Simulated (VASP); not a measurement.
Ta:

```
CELL_PARAMETERS angstrom
-1.65128 1.65128 1.65128
1.65128 -1.65128 1.65128
1.65128 1.65128 -1.65128
ATOMIC_POSITIONS crystal
Ta 0.00000 0.00000 0.00000
```

* Program: VASP 6.6.1
* Task: relaxation of cell and atoms
* Functional: LDA
* Potentials or basis: VASP PAW LDA potentials, release 64 (Ta_pv)
* Cutoff: 520 eV
* k mesh: 18 × 18 × 18
* Occupations: gaussian, width 0.1 eV
* Spin: no spin polarisation

At the start: pressure -8.5 GPa; volume 18.01 Å³/atom.

**Question.** Where does the relaxation end?

**Answer.** Over 7 steps the energy falls by 20.1 meV/atom and the volume is 17.28 Å³/atom (-4.1 %); space group Im-3m (No. 229, to 0.05 Å).

The path:
| step | energy change (eV) | largest force (eV/Å) | pressure (GPa) | volume (Å³) |
| --- | --- | --- | --- | --- |
| 1 | 0.0000 | 0.0000 | -8.49 | 18.01 |
| 2 | 0.1060 | 0.0000 | 26.55 | 15.64 |
| 3 | -0.0201 | 0.0000 | -0.39 | 17.31 |
| 4 | -0.0201 | 0.0000 | -0.03 | 17.28 |
| 5 | -0.0201 | 0.0000 | 0.15 | 17.27 |
| 6 | -0.0201 | 0.0000 | -0.30 | 17.30 |
| 7 | -0.0201 | 0.0000 | 0.00 | 17.28 |

Final structure:
```
Ta
1.0
    -1.62856    1.62856    1.62856
     1.62856   -1.62856    1.62856
     1.62856    1.62856   -1.62856
Ta
1
Direct
  0.00000 0.00000 0.00000
```
